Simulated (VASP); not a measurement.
Consider the following.

```xyz
3
Lattice="0.0000 2.8017 2.8017 2.8017 0.0000 2.8017 2.8017 2.8017 0.0000" Properties=species:S:1:pos:R:3 pbc="T T T"
Li     1.4009     1.4009     1.4009
Li     4.2026     4.2026     4.2026
S      2.8017     2.8017     5.6035
```

These are TPSS meta-GGA, VASP's PBE PAW potentials (set 64) (plane waves; VASP) values and carry that method's errors. Settings: 520 eV cut-off, 7×7×7 Γ-centred mesh, Gaussian smearing of 0.050 eV, potentials Li_sv S.

**Question.** Give the stress tensor in GPa (positive for a compressed cell).

**Answer.** 
```
1.60  0.00  0.00
0.00  1.60  0.00
0.00  0.00  1.60
```
The pressure is its mean diagonal, 1.60 GPa.

The compound is Li2S in the antifluorite structure. This cell is one point of a volume scan, at 0.97 of the reference volume.
